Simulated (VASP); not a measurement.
A convergence study with VASP on HfO2 (fluorite): one setting is varied, all else stays as given below, so the limit is that of these other settings.

```yaml
crystal:
  lattice:
    - [0.00000, 2.54000, 2.54000]
    - [2.54000, 0.00000, 2.54000]
    - [2.54000, 2.54000, 0.00000]
  atoms:
    - { symbol: Hf, position: [0.00000, 0.00000, 0.00000] }
    - { symbol: O, position: [0.25000, 0.25000, 0.25000] }
    - { symbol: O, position: [0.75000, 0.75000, 0.75000] }
```

The numbers are results of PBEsol GGA, VASP's PBE PAW potentials (set 64) (plane waves; VASP 6.6.1), not measurements. The tightest run used: 700 eV cut-off, 6×6×6 Γ-centred mesh, Gaussian smearing of 0.010 eV, potentials Hf_pv O.

| setting | mean ε∞ | highest Γ mode (cm⁻¹) | plane waves |
|---|---|---|---|
| ENCUT = 300 | 5.28 | 579.0 | 397 |
| ENCUT = 400 | 5.33 | 554.6 | 609 |
| ENCUT = 500 | 5.34 | 558.0 | 869 |

### Question
These are the cheaper rows. Estimate the results at ENCUT = 700, and how far the last row shown lies from them.

### Answer

```json
[
 {"quantity": "mean ε∞", "tightest run": "5.34", "last row shown is off by": "0.00"},
 {"quantity": "highest Γ mode (cm⁻¹)", "tightest run": "558.1", "last row shown is off by": "-0.1"}
]
```

Left out are rungs that failed or repeat a setting and relaxations that didn't move; long series are thinned to 24 rows.

The compound is HfO2 in the fluorite structure, the high-temperature cubic form, which is unstable at 0 K; the monoclinic form is the stable one. The cell was not relaxed at this level.
